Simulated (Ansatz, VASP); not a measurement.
## Cross-check of Si13B4O32 (boron-doped silica glass) between VASP and Ansatz

One calculation is typed for both programs; each brings its own data sets. How far apart do they land? The structure shown is the start of the Ansatz relaxation below; VASP solves that cell, so the two are compared at the walk's first step.

Main program and level: Ansatz 0.2.0; plane waves, with VASP 6.6.1 beside it; single point at PBE.

### 1. Starting point

The cell holds 49 atoms: 13 Si, 4 B and 32 O. Its edges and angles: a = 8.973 Å, b = 8.973 Å, c = 8.973 Å, α = 90.0°, β = 90.0°, γ = 90.0°. As first built, before any earlier steps moved the atoms (in the runner's words): kind boron-doped silica glass; units_of_the_quenched_model {'SiO2': 13, 'B2O3': 2}; melt_K 2600; rate_K_ps 20; atoms 49.

### 2. Ansatz: relaxation, PBE

Ansatz runs on its PAW soft_1 files.

The two programs are compared at the cell with which this relaxation starts, whose forces are those of its first step.

File input.yaml:

```yaml
crystal:
  lattice:
    - [8.9732, 0.0, 0.0]
    - [0.0, 8.9732, 0.0]
    - [0.0, 0.0, 8.9732]
  atoms:
    - { symbol: Si, position: [0.941468, 0.17835, 0.551286] }
    - { symbol: Si, position: [0.764947, 0.212478, 0.034431] }
    - { symbol: Si, position: [0.749657, 0.377964, 0.340898] }
    - { symbol: Si, position: [0.434052, 0.351963, 0.521989] }
    - { symbol: Si, position: [0.387629, 0.840553, 0.20033] }
    - { symbol: Si, position: [0.722142, 0.94123, 0.237889] }
    - { symbol: Si, position: [0.268187, 0.640284, 0.425844] }
    - { symbol: Si, position: [0.233768, 0.095368, 0.405656] }
    - { symbol: Si, position: [0.231032, 0.250988, 0.100165] }
    - { symbol: Si, position: [0.911936, 0.414987, 0.797565] }
    - { symbol: Si, position: [0.434522, 0.83281, 0.687421] }
    - { symbol: Si, position: [0.945559, 0.668651, 0.291486] }
    - { symbol: Si, position: [0.568732, 0.522412, 0.799681] }
    - { symbol: B, position: [0.67542, 0.020648, 0.547351] }
    - { symbol: B, position: [0.517326, 0.325348, 0.021935] }
    - { symbol: B, position: [0.070296, 0.531417, 0.016797] }
    - { symbol: B, position: [0.274935, 0.978917, 0.931113] }
    - { symbol: O, position: [0.798136, 0.085248, 0.618131] }
    - { symbol: O, position: [0.889103, 0.291295, 0.932083] }
    - { symbol: O, position: [0.30692, 0.467664, 0.462257] }
    - { symbol: O, position: [0.673543, 0.026404, 0.391803] }
    - { symbol: O, position: [0.603418, 0.217238, 0.948366] }
    - { symbol: O, position: [0.526833, 0.47053, 0.969033] }
    - { symbol: O, position: [0.3246, 0.935692, 0.790677] }
    - { symbol: O, position: [0.158541, 0.410499, 0.056999] }
    - { symbol: O, position: [0.745967, 0.486198, 0.768639] }
    - { symbol: O, position: [0.979334, 0.318686, 0.660854] }
    - { symbol: O, position: [0.00665, 0.621028, 0.125906] }
    - { symbol: O, position: [0.314957, 0.953271, 0.326053] }
    - { symbol: O, position: [0.790105, 0.054059, 0.11342] }
    - { symbol: O, position: [0.410321, 0.278462, 0.122686] }
    - { symbol: O, position: [0.82745, 0.541695, 0.347984] }
    - { symbol: O, position: [0.085803, 0.076502, 0.510408] }
    - { symbol: O, position: [0.340138, 0.744622, 0.557429] }
    - { symbol: O, position: [0.092218, 0.673829, 0.398415] }
    - { symbol: O, position: [0.355085, 0.67712, 0.269317] }
    - { symbol: O, position: [0.361599, 0.187642, 0.497406] }
    - { symbol: O, position: [0.723408, 0.332366, 0.167201] }
    - { symbol: O, position: [0.172761, 0.190744, 0.260571] }
    - { symbol: O, position: [0.298444, 0.877362, 0.047098] }
    - { symbol: O, position: [0.223098, 0.120316, 0.97106] }
    - { symbol: O, position: [0.473327, 0.410596, 0.690394] }
    - { symbol: O, position: [0.519209, 0.694926, 0.774276] }
    - { symbol: O, position: [0.022357, 0.540183, 0.86822] }
    - { symbol: O, position: [0.850929, 0.822479, 0.282727] }
    - { symbol: O, position: [0.873727, 0.261039, 0.403826] }
    - { symbol: O, position: [0.565516, 0.869471, 0.178855] }
    - { symbol: O, position: [0.56594, 0.939131, 0.619796] }
    - { symbol: O, position: [0.593694, 0.367395, 0.433433] }
  symmetry: { detect: false }
kpoints:
  mp_grid: { grid: [2, 2, 2] }
scf:
  occupations: { method: fermi_dirac, width: 0.05 }
hamiltonian:
  xc: pbe
  pseudopotentials: { kind: paw, azcp: { folder: soft_1 } }
output:
  forces: true
  stress: true
relax:
  f_tol: 0.04
  max_steps: 100
  escape_saddle: false
  cell: { stress_tol: 0.4, fix: [] }
```

Started as:

```sh
$ ansatz run input.yaml --threads 4 --pin off --max-ram 16384MiB --backend cpu --events-out ev --progress --plain --runs-dir out
```

Numbers of over 12 decimals in the logs are rounded to 6 here.

The program printed:

```text
Engine: ansatz 0.2.0, aarch64-unknown-linux-gnu
Pseudopotentials: kind: paw
Pseudopotential: Si, paw, valence charge 4, recommended cutoff 420 eV (normal), soft_1/Si.paw.azcp
Pseudopotential: B, paw, valence charge 3, recommended cutoff 420 eV (normal), soft_1/B.paw.azcp
Pseudopotential: O, paw, valence charge 6, recommended cutoff 420 eV (normal), soft_1/O.paw.azcp
Functional definition: PBE
  parameter kappa = 0.804
  parameter beta = 0.066725
  exchange = pbe_x(kappa = kappa, mu = beta*pi^2/3)
  correlation = pbe_c(beta = beta)
Crystal: 49 atoms, lattice volume = 722.507 Å³
Basis set: ecut = 420 eV, 13997 PW (Γ), exchange–correlation on 120×120×120 points (8 copies of the dense FFT grid, shifted against one another)
Bands: 177, of which v1, the nominal top of the filled ones, is band 128 counted from 1 (127 counted from 0)
Symmetry: 1 space group operations
k-points: 8
Non-local potential: Si, projectors of the file, l = 0: 2, l = 1: 2, l = 2: 1
Non-local potential: B, projectors of the file, l = 0: 2, l = 1: 2, l = 2: 1
Non-local potential: O, projectors of the file, l = 0: 2, l = 1: 2, l = 2: 1
PAW form: soft (Blöchl's): semilocal exchange-correlation on the pseudo side does not see the compensation charge
PAW one-centre angular grid: Si, 110 points (default); XC on 64 Gauss nodes
PAW one-centre angular grid: B, 110 points (default); XC on 64 Gauss nodes
PAW one-centre angular grid: O, 110 points (default); XC on 64 Gauss nodes
Initial density: superposition of atomic densities (chi_scale 0.1, normalization cell, long waves kept (reshape's long-wave potential 0.06 eV rms))
Initial wavefunctions: pseudopotential atomic-orbital guess
Functional: x = pbe(κ = 0.804, μ = 0.219515), c = pbe(β = 0.066725)
SCF iter   1: F=—  HF=-27122.472354 eV  |F-HF|=—  |Δ(HF+E_count)|=         —  Δρ=1.19e-1  dr2=9.39e1  ethr=3.10e-3  ⟨swp⟩=6.0  Hψ=6349  notcnv=0  defer=173
preconditioner: auto → Resta (q_TF=auto, 2.295 Å⁻¹)  ε∞=2.6  [insulator: Δε(μ)=6.726 eV  Ē_g=17.602 eV  σ=0.050 eV  W_gap=1.00  n_scr=146 (ndim 8)  ℏωp=22.1 eV  f_vac=0.161  D(μ)=0.00/eV (n_scr^D=0)  ε∞_Penn≈2.6]
SCF iter   2: F=—  HF=-27096.788266 eV  |F-HF|=—  |Δ(HF+E_count)|=    2.57e1  Δρ=4.12e-2  dr2=5.49e0  ethr=3.10e-3  ⟨swp⟩=3.4  Hψ=3498  notcnv=0  defer=330
SCF iter   3: F=—  HF=-27096.164641 eV  |F-HF|=—  |Δ(HF+E_count)|=   6.24e-1  Δρ=1.96e-2  dr2=1.73e0  ethr=2.14e-3  ⟨swp⟩=3.1  Hψ=1159  notcnv=0  defer=330
SCF iter   4: F=—  HF=-27096.144906 eV  |F-HF|=—  |Δ(HF+E_count)|=   1.97e-2  Δρ=2.85e-3  dr2=5.17e-2  ethr=6.74e-4  ⟨swp⟩=3.4  Hψ=2693  notcnv=0  defer=346
SCF iter   5: F=—  HF=-27096.153002 eV  |F-HF|=—  |Δ(HF+E_count)|=   8.10e-3  Δρ=1.46e-3  dr2=1.27e-2  ethr=2.02e-5  ⟨swp⟩=2.0  Hψ=2130  notcnv=0  defer=346
SCF iter   6: F=—  HF=-27096.155762 eV  |F-HF|=—  |Δ(HF+E_count)|=   2.76e-3  Δρ=3.82e-4  dr2=1.57e-3  ethr=4.98e-6  ⟨swp⟩=2.0  Hψ=2010  notcnv=0  defer=346
SCF iter   7: F=—  HF=-27096.156429 eV  |F-HF|=—  |Δ(HF+E_count)|=   6.67e-4  Δρ=1.34e-4  dr2=1.78e-4  ethr=6.14e-7  ⟨swp⟩=2.0  Hψ=1819  notcnv=0  defer=346
SCF iter   8: F=—  HF=-27096.156422 eV  |F-HF|=—  |Δ(HF+E_count)|=   7.45e-6  Δρ=9.11e-5  dr2=4.84e-5  ethr=6.97e-8  ⟨swp⟩=2.0  Hψ=1927  notcnv=0  defer=346
SCF iter   9: F=—  HF=-27096.156066 eV  |F-HF|=—  |Δ(HF+E_count)|=   3.56e-4  Δρ=1.53e-5  dr2=2.02e-6  ethr=1.89e-8  ⟨swp⟩=2.0  Hψ=2251  notcnv=0  defer=346
SCF iter  10: F=—  HF=-27096.156064 eV  |F-HF|=—  |Δ(HF+E_count)|=   2.26e-6  Δρ=6.92e-6  dr2=3.41e-7  ethr=7.89e-10  ⟨swp⟩=2.0  Hψ=1918  notcnv=0  defer=346
SCF iter  11: F=-27096.156063 eV  HF=-27096.156063 eV  |F-HF|=8.58e-8  |Δ(HF+E_count)|=   2.40e-7  Δρ=3.88e-6  dr2=9.28e-8  ethr=3.91e-11  ⟨swp⟩=5.0  Hψ=5212  notcnv=0
SCF 1 converged in 11 iterations: F = -27096.156063 eV  dr2 = 9.28e-8
  greatest PAW one-centre occupation: 0.864 electrons in one spin orbital (limit 2), on the O atom at site 21 (counted from 0), in its partial waves of l = 0
relax step   1: F+E_penalty+E_count = -27096.15606338 eV  Δ(F+E_penalty+E_count) = +0.000e0 eV  max|allowed force component| = 1.797e0 eV/Å  Δτ_max = 0.0000 Å  P = -2.265 GPa  Ω = 722.507 Å³  (11 SCF iters, dr2 threshold 1.00e-7 eV, accepted)
Crystal: 49 atoms, lattice volume = 733.089 Å³
Basis set: ecut = 420 eV, 14329 PW (Γ), exchange–correlation on 120×120×120 points (8 copies of the dense FFT grid, shifted against one another)
Initial density: handed on by an earlier stage of this run
Initial wavefunctions: those handed on with the density
iter 1 solved again at ethr=3.39e-4 eV; its pass at ethr=3.10e-3 eV (dr2=8.68e-1 eV) is discarded
SCF iter   1: F=—  HF=-27097.381427 eV  |F-HF|=—  |Δ(HF+E_count)|=         —  Δρ=1.42e-2  dr2=8.90e-1  ethr=3.39e-4  ⟨swp⟩=4.2  Hψ=7753  notcnv=0
[...]
basis re-selected at this cell: Δ(F+E_penalty+E_count) = -5.000e-3 eV, ΔP = +0.004 GPa vs the last step (what re-selecting the basis moved, of the pressure what is left beyond the Pulay correction that the steps carried, after the strain that the cell walked since its last selection, with what the two solves' SCF thresholds leave and, on support functions, any second-order correction that the steps lacked; it is no m [...]
SCF converged after 4 iterations
Free energy (F): -27098.738018 eV
Harris-Foulkes:  -27098.738018 eV  (|F-HF|=1.03e-9)
Internal energy: -27098.738018 eV  (E = F + TS)
E sigma→0 (E₀):  -27098.738018 eV
Fermi energy:    3.368624 eV
--- Per-component energies (eV) ---
  E_band       = -1645.285484
  E_kinetic    = 6253.800548
  E_local      = -21247.223975  (includes V_loc(G=0)·N_el)
  E_nonlocal   = 1992.360131
  E_hartree    = 8263.117893
  E_xc         = -3163.352857
  E_vxc        = -3708.195101  (∫ρ·V_xc dr)
  E_paw        = -12205.003430  (= ΣΔE_a)
  E_vpaw       = -1462.288037  (= ΣTr[D̂ρ^β])
  E_aug_tail   = 0.026419  (compensation charges beyond the density's cutoff)
  E_ewald      = -6992.462747
  E_smearing   = -0.000000  (= −TS)
  E_closure    = -0.000000  (closes the sum)
  Σ components = -27098.738018   (vs F -27098.738018, Δ=0.00e0)
--- Forces (eV/Å), atoms counted from 1 ---
  atom   1  Si    -0.00308411     0.00196371     0.00397144
  atom   2  Si     0.01172619     0.00186311     0.00138849
  atom   3  Si     0.00150775     0.00052907    -0.00312387
  atom   4  Si    -0.00019361     0.00258101    -0.00770754
  atom   5  Si    -0.00021836    -0.00665674     0.01407133
  atom   6  Si    -0.00031617    -0.00360056    -0.00183457
  atom   7  Si     0.00895917     0.00800502    -0.01636705
  atom   8  Si    -0.00097292    -0.00559595    -0.00023714
  atom   9  Si    -0.00586039     0.00104420     0.00897292
  atom  10  Si    -0.00545175     0.00550849    -0.00945498
  atom  11  Si    -0.00362808    -0.00132796    -0.00266452
  atom  12  Si    -0.00176621     0.00588524     0.00628557
  atom  13  Si     0.01394898     0.00131153    -0.00214133
  atom  14  B      0.00430934     0.00062107    -0.00148363
  atom  15  B     -0.00249640     0.00439676    -0.00062626
  atom  16  B     -0.00043575    -0.00146214     0.00085855
  atom  17  B      0.00442179     0.00103824     0.00401605
  atom  18  O      0.00157715     0.00109243    -0.00119542
  atom  19  O     -0.00198728    -0.00067724     0.00266885
  atom  20  O      0.00096554    -0.00298968     0.00242533
  atom  21  O      0.00004978    -0.00020656     0.00056438
  atom  22  O     -0.00155089    -0.00214620     0.00010357
  atom  23  O     -0.00168790    -0.00418031     0.00337332
  atom  24  O      0.00152042    -0.00014984     0.00150508
[...]
atom  42  O      0.00003223    -0.00093668     0.00399219
  atom  43  O     -0.00431738     0.00329129    -0.00033156
  atom  44  O      0.00044448    -0.00197183     0.00281706
  atom  45  O      0.00231240    -0.00190164    -0.00033734
  atom  46  O      0.00022558    -0.00059682     0.00117488
  atom  47  O      0.00035359     0.00038931     0.00034370
  atom  48  O     -0.00296193    -0.00186237     0.00227530
  atom  49  O     -0.00071835     0.00032015    -0.00063988
  max |Σ_I F_I| component: 9.32e-6 eV/Å
--- Stress (GPa, compression-positive) ---
        0.004179       0.008665       0.018378
        0.008660      -0.014529      -0.016240
        0.018378      -0.016242       0.019689
  P = ⅓ Tr σ = 0.0031 GPa (0.031 kbar)
--- Relaxed structure (25 steps of the walk, 21 accepted, 2 SCFs on fresh bases) ---
  F+E_penalty+E_count = -27098.73801794 eV   max|allowed force component| = 1.637e-2 eV/Å   (the final SCF, on the basis selected at the relaxed cell)
  cell:  # Å, volume = 735.9278 Å³
    - [8.935854, 0.172615, 0.294783]
    - [0.172615, 8.882671, -0.298164]
    - [0.294783, -0.298164, 9.295224]
  atoms:
    - { symbol: Si, position: [0.948710, 0.180002, 0.547235] }
    - { symbol: Si, position: [0.724651, 0.227974, 0.074879] }
    - { symbol: Si, position: [0.767761, 0.407890, 0.361442] }
    - { symbol: Si, position: [0.435939, 0.380339, 0.514389] }
    - { symbol: Si, position: [0.417817, 0.838963, 0.194934] }
    - { symbol: Si, position: [0.738279, 0.933819, 0.239766] }
    - { symbol: Si, position: [0.280762, 0.670081, 0.424644] }
    - { symbol: Si, position: [0.259962, 0.129824, 0.378333] }
    - { symbol: Si, position: [0.204142, 0.239277, 0.078974] }
    - { symbol: Si, position: [0.868172, 0.375334, 0.813577] }
    - { symbol: Si, position: [0.456218, 0.831560, 0.678853] }
    - { symbol: Si, position: [0.967285, 0.669118, 0.295814] }
    - { symbol: Si, position: [0.565157, 0.510266, 0.778591] }
    - { symbol: B, position: [0.702917, -0.00446208, 0.542907] }
    - { symbol: B, position: [0.467834, 0.358430, 0.00787496] }
    - { symbol: B, position: [0.00723267, 0.467186, 0.042333] }
    - { symbol: B, position: [0.312632, 0.950819, 0.943887] }
    - { symbol: O, position: [0.829254, 0.054192, 0.599105] }
    - { symbol: O, position: [0.793683, 0.247961, 0.912040] }
    - { symbol: O, position: [0.304947, 0.497862, 0.470573] }
    - { symbol: O, position: [0.680390, 0.00675335, 0.399197] }
    - { symbol: O, position: [0.540529, 0.240155, 1.067754] }
    - { symbol: O, position: [0.542084, 0.475009, 0.948471] }
    - { symbol: O, position: [0.349958, 0.935780, 0.798588] }
    - { symbol: O, position: [0.041992, 0.315694, 0.054286] }
    - { symbol: O, position: [0.741149, 0.466504, 0.729587] }
    - { symbol: O, position: [0.983679, 0.287636, 0.689955] }
    - { symbol: O, position: [0.034710, 0.574713, 0.148546] }
    - { symbol: O, position: [0.339015, 0.974940, 0.303184] }
    - { symbol: O, position: [0.776472, 0.065951, 0.130914] }
    - { symbol: O, position: [0.316417, 0.359160, 0.0072454] }
    - { symbol: O, position: [0.839338, 0.573890, 0.380464] }
    - { symbol: O, position: [0.106069, 0.100097, 0.475669] }
    - { symbol: O, position: [0.348771, 0.782980, 0.548783] }
    - { symbol: O, position: [0.102365, 0.704770, 0.402834] }
    - { symbol: O, position: [0.373006, 0.683781, 0.268238] }
    - { symbol: O, position: [0.381051, 0.210751, 0.478615] }
    - { symbol: O, position: [0.765456, 0.365761, 0.188328] }
    - { symbol: O, position: [0.220219, 0.238684, 0.251504] }
    - { symbol: O, position: [0.359800, 0.843385, 0.032776] }
    - { symbol: O, position: [0.222541, 0.072742, 0.997963] }
    - { symbol: O, position: [0.458376, 0.399652, 0.686914] }
    - { symbol: O, position: [0.526610, 0.684090, 0.749383] }
    - { symbol: O, position: [-0.054631, 0.504183, 0.917072] }
    - { symbol: O, position: [0.888507, 0.827475, 0.252424] }
    - { symbol: O, position: [0.873027, 0.282569, 0.430271] }
    - { symbol: O, position: [0.600258, 0.840695, 0.177712] }
    - { symbol: O, position: [0.598595, 0.930429, 0.630456] }
    - { symbol: O, position: [0.595631, 0.413395, 0.429875] }
```

(Part 1 of 2 ends here.)

[Lines on the potential files, build, host, timing and source positions are cut from VASP's logs without a mark.]

[Logs are printed without paths, hosts, clocks, repeated set-up lines and the standing remarks that a program may print on its own settings, such as how far it seeks lower states.]

[Hosts, paths, dates, database ids (printed as entryN), source tags and the programs' standing remarks are cut or masked in the printed files.]
